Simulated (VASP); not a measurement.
Consider the following.

```xyz
2
Lattice="0.0000 2.3029 2.3029 2.3029 0.0000 2.3029 2.3029 2.3029 0.0000" Properties=species:S:1:pos:R:3 pbc="T T T"
Hf     0.0000     0.0000     0.0000
C      2.3029     2.3029     2.3029
```

All values below come from PBEsol GGA, VASP's PBE PAW potentials (set 64) (plane waves; VASP 6.6.1). Run with 520 eV cut-off, 12×12×12 Γ-centred mesh, first-order Methfessel-Paxton smearing of 0.10 eV, potentials Hf_pv C.

Unless said otherwise, spin-orbit coupling is left out, though it shifts the bands of the heavy elements here.

Question: Estimate the energy per atom (σ→0), band gap (on the k-mesh) with the smallest direct gap where there is one.

Answer: 
```json
{
  "band gap (on the k-mesh)": "none (metal, semimetal or under 0.01 eV)",
  "energy per atom (σ→0)": "-11.098 eV/atom"
}
```

The compound is HfC in the rock salt structure. It was relaxed first. The start is the result of an earlier pass.
